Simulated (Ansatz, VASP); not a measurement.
# SnTe: VASP beside Ansatz, part 2 of 2

Wanted: the spread between two codes on one cell, functional and k mesh. The cell is taken from a series of runs on this material, whose earlier steps may have relaxed, scaled, displaced or heated it; both programs get it as it stands.

VASP 6.6.1 and Ansatz 0.2.0.

So far: Starting point; Ansatz: zone-centre phonons, PBEsol; VASP: zone-centre phonons, PBEsol.

## (3) VASP: zone-centre phonons, PBEsol (continued)

Level of this step: PBEsol; plane waves and PAW (Sn_d, Te) (VASP).

Numbers of over 12 decimals in the logs are rounded to 6 here.

Parts of OUTCAR (step 3):

```text
ion  position               nearest neighbor table
   1  0.000  0.000  0.000-   2 3.08   2 3.08   2 3.15   2 3.15   2 3.15   2 3.15
   2  0.500  0.500  0.500-   1 3.08   1 3.08   1 3.15   1 3.15   1 3.15   1 3.15

  LATTYP: Found a body centered tetragonal cell.
 ALAT       =     4.4481757864
 C/A-ratio  =     1.3853986792

 Subroutine GETGRP returns: Found 16 space group operations
 (whereof 16 operations were pure point group operations)

The static configuration has the point symmetry D_4h.

 Found    163 irreducible k-points:

   k-points           NKPTS =    163   k-points in BZ     NKDIM =    163   number of bands    NBANDS=     16

   dimension x,y,z NGX =    32 NGY =   32 NGZ =   32
   dimension x,y,z NGXF=    64 NGYF=   64 NGZF=   64

   ENCUT  =  500.0 eV  36.75 Ry    6.06 a.u.   8.03  8.03  8.11*2*pi/ulx,y,z

   NELECT =      20.0000    total number of electrons

 k-points in reciprocal lattice and weights: Automatic mesh
   0.00000000  0.00000000  0.00000000       0.001
   0.08333333  0.00000000  0.00000000       0.005
   0.16666667  0.00000000  0.00000000       0.005
   0.25000000 -0.00000000  0.00000000       0.005
   0.33333333  0.00000000  0.00000000       0.005
   0.41666667 -0.00000000  0.00000000       0.005
   0.50000000 -0.00000000  0.00000000       0.002
   0.08333333  0.08333333  0.00000000       0.001
   0.16666667  0.08333333  0.00000000       0.005
[...]
-0.33333333  0.16666667  0.50000000       0.002
  -0.25000000  0.25000000  0.50000000       0.001

 average (electrostatic) potential at core
       1-100.0875       2 -87.4400

  Total        0.0005053      0.0005053      1.1899197      0.0000000      0.0000000      0.0000000
  in kB        0.0132796      0.0132796     31.2707033      0.0000000      0.0000000      0.0000000
  external PRESSURE =      10.4324208 kB  Pullay stress =       0.0000000 kB

  energy-cutoff  :      500.00
  volume of cell :       60.97
      direct lattice vectors                 reciprocal lattice vectors
     0.000000000  3.145335263  3.081248430    -0.158965566  0.158965566  0.162271888
     3.145335263  0.000000000  3.081248430     0.158965566 -0.158965566  0.162271888
     3.145335263  3.145335263  0.000000000     0.158965566  0.158965566 -0.162271888

 POSITION                                       TOTAL-FORCE (eV/Angst)
 -----------------------------------------------------------------------------------
      0.00000      0.00000      0.00000         0.000000     -0.000000      0.000000
      3.14534      3.14534      3.08125        -0.000000      0.000000     -0.000000
 -----------------------------------------------------------------------------------
    total drift:                                0.000000     -0.000000     -0.000000

 Eigenvectors and eigenvalues of the dynamical matrix
 ----------------------------------------------------

   1 f  =    1.759125 THz    11.052906 2PiTHz   58.678080 cm-1     7.275151 meV
             X         Y         Z           dx          dy          dz
      0.000000  0.000000  0.000000     0.000000   -0.000000   -0.720410
      3.145335  3.145335  3.081248     0.000000    0.000000    0.693549

   2 f  =    1.071149 THz     6.730225 2PiTHz   35.729673 cm-1     4.429913 meV
             X         Y         Z           dx          dy          dz
      0.000000  0.000000  0.000000     0.000000   -0.727843   -0.000000
      3.145335  3.145335  3.081248     0.000000    0.685743   -0.000000

   3 f  =    1.071149 THz     6.730225 2PiTHz   35.729673 cm-1     4.429913 meV
             X         Y         Z           dx          dy          dz
      0.000000  0.000000  0.000000    -0.727843    0.000000    0.000000
      3.145335  3.145335  3.081248     0.685743    0.000000    0.000000

   4 f/i=    0.001661 THz     0.010439 2PiTHz    0.055418 cm-1     0.006871 meV
             X         Y         Z           dx          dy          dz
      0.000000  0.000000  0.000000     0.000000   -0.000000    0.693549
      3.145335  3.145335  3.081248     0.000000   -0.000000    0.720410

   5 f/i=    0.012558 THz     0.078904 2PiTHz    0.418890 cm-1     0.051936 meV
             X         Y         Z           dx          dy          dz
      0.000000  0.000000  0.000000    -0.685743    0.000000    0.000000
      3.145335  3.145335  3.081248    -0.727843    0.000000    0.000000

   6 f/i=    0.012558 THz     0.078904 2PiTHz    0.418890 cm-1     0.051936 meV
             X         Y         Z           dx          dy          dz
      0.000000  0.000000  0.000000     0.000000    0.685743    0.000000
      3.145335  3.145335  3.081248     0.000000    0.727843    0.000000

 ELASTIC MODULI CONTR FROM IONIC RELAXATION (kBar)
 Direction    XX          YY          ZZ          XY          YZ          ZX
 --------------------------------------------------------------------------------
 XX           0.0000      0.0000      0.0000      0.0000      0.0000      0.0000
 YY           0.0000      0.0000      0.0000      0.0000      0.0000      0.0000
 ZZ           0.0000      0.0000      0.0000      0.0000      0.0000      0.0000
 XY           0.0000      0.0000      0.0000      0.0000      0.0000      0.0000
 YZ           0.0000      0.0000      0.0000      0.0000      0.0000      0.0000
 ZX           0.0000      0.0000      0.0000      0.0000      0.0000      0.0000
 --------------------------------------------------------------------------------
```

## (4) Side by side

Known differences besides the potentials themselves: the data sets hold 30 valence electrons in Ansatz (on its PAW soft_1 files) and 20 in VASP; the cutoff is 420 eV in Ansatz and 500 eV in VASP; Ansatz makes its cores anew for this functional, VASP keeps those of its PBE data sets. Total energies have different zeros and are not compared.

The two programs side by side:

```csv
quantity,Ansatz,VASP,difference
optical mode 1 to 2 (cm⁻¹),33.0,35.7,-2.7
optical mode 3 (cm⁻¹),56.8,58.7,-3.20 %
```

Modes are paired by rising frequency, not by their patterns, so a pair may set unlike modes beside each other; they are those without the splitting of longitudinal modes.

## (5) Results

```yaml
r_m_s_difference_of_the_optical_zone_centre_modes_each_program_s_sorted_by_frequency_zone_centre_phonons_pbesol: 2.5 cm⁻¹
difference_in_optical_mode_3_zone_centre_phonons_pbesol: -3.2 %
```

The r.m.s. difference of the optical zone-centre modes, each program's sorted by frequency is 2.5 cm⁻¹ (zone-centre phonons, PBEsol). The data sets hold unlike numbers of valence electrons (30 in Ansatz and 20 in VASP), so part of the differences comes from the potentials. Among the rows given in per cent, the largest difference of the zone-centre phonons, PBEsol pair is in optical mode 3, -3.2 %. How closely two codes agree says nothing of how well the functional describes the real material.

[Lines on the potential files, build, host, timing and source positions are cut from VASP's logs without a mark.]

[Logs are printed without paths, hosts, clocks, repeated set-up lines and the standing remarks that a program may print on its own settings, such as how far it seeks lower states.]

[Hosts, paths, dates, database ids (printed as entryN), source tags and the programs' standing remarks are cut or masked in the printed files.]
